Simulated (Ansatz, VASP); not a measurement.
# One calculation of SrMgB5, two programs

```xyz
7
Lattice="4.2471 0.0000 0.0000 0.0000 4.2471 0.0000 0.0000 0.0000 5.9462" Properties=species:S:1:pos:R:3 pbc="T T T"
Sr    0.0000    0.0000    0.0000
Mg    0.0000    0.0000    2.9731
B     0.0000    2.1236    2.1511
B     2.1236    0.0000    2.1511
B     0.0000    2.1236    3.7951
B     2.1236    0.0000    3.7951
B     2.1236    2.1236    0.0000
```

Change from the starting cell: species swapped into the HoIn5Co type (P4/mmm, No. 123).

Alike in both runs: task relaxation of cell and atoms; functional PBE; k mesh 10 × 10 × 6; occupations gaussian, width 0.1 eV; no spin polarisation.

|  | VASP | Ansatz |
| --- | --- | --- |
| version | VASP 6.6.1 | Ansatz 0.2.0 |
| potentials or method | VASP PAW PBE potentials, release 64 (Sr_sv, Mg, B) | scalar-relativistic, plane waves, PAW |
| plane-wave cutoff (eV) | 600 | 420 |
| valence electrons in the cell | 27 | 35 |

VASP gave:

* gap on the k mesh at the Fermi level, each at its own relaxed structure (eV): none
* relaxed volume (Å³/atom): 15.39
* relaxed cell length with the largest relative difference (Å): 5.953

What did Ansatz give for the same quantities?

gap on the k mesh at the Fermi level, each at its own relaxed structure (eV): none; relaxed volume (Å³/atom): 15.37; relaxed cell length with the largest relative difference (Å): 5.949.

A gap of «none» marks a metal or a gap that the smearing closes. The two sets of potentials don't hold the same shells in valence.
